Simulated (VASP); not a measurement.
Input:

```
CaSe
1.0
    0.00000     2.74648     2.74648
    2.74648     0.00000     2.74648
    2.74648     2.74648     0.00000
Ca Se
1 1
Direct
  0.00000   0.00000   0.00000
  0.50000   0.50000   0.50000
```

Computed with r2SCAN meta-GGA, VASP's PBE PAW potentials (set 64) (plane waves; VASP 6.6.1). Numerical set-up: 480 eV cut-off, 8×8×8 Γ-centred mesh, Gaussian smearing of 0.050 eV, potentials Ca_sv Se.

### Question
Estimate the energy per atom (σ→0), pressure, band gap (on the k-mesh) with the smallest direct gap where there is one.

### Answer

- band gap (on the k-mesh) = 1.77 eV
- smallest direct gap (on the k-mesh) = 2.93 eV
- energy per atom (σ→0) = -12.706 eV/atom
- pressure = 20.00 GPa

Only differences to runs with the same potentials and settings are physical.

The compound is CaSe in the rock salt structure. It was relaxed first under an external pressure of 20 GPa.
